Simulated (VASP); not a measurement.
Runs of VASP 6.6.1 on In2O3. Symmetry: R-3c, No. 167, trigonal system. The conventional cell has a = 5.436 Å, b = 5.436 Å, c = 14.170 Å, α = 90.00°, β = 90.00°, γ = 120.00°. Around In (site symmetry 3) lie 6 O at 2.09 to 2.22 Å. O (site symmetry 2) has 4 In at 2.09 to 2.22 Å as nearest neighbours. 

| cell | target pressure | gap on the mesh (eV) | pressure (GPa) | largest force (eV/Å) |
| --- | --- | --- | --- | --- |
| relaxed to 10 GPa | 10 GPa | 1.59 | 10.0 | 0.01 |
| relaxed | - | 1.30 | 0.1 | - |
| relaxed to 30 GPa | 30 GPa | 1.94 | 30.0 | - |
| relaxed to 5 GPa | 5 GPa | (a) | 4.9 | 0.01 |
| relaxed to 20 GPa | 20 GPa | (b) | 20.0 | 0.01 |

Alike in all rows: task relaxation of cell and atoms; level LDA; potentials or basis VASP PAW LDA potentials, release 64 (In_d, O); no spin polarisation; k mesh 6 × 6 × 6; cutoff (eV) 600; smearing fermi-dirac 0.05 eV.

Problem. Estimate the missing entries.

Solution. (a) 1.45; (b) 1.80.

Caveats: spin-orbit coupling is left out, which moves the levels of the heavy elements; the cell is relaxed towards a set pressure, so the enthalpy falls and the energy may rise (some runs).

A k mesh can miss the band edges, and the runs leave out spin-orbit coupling on In.
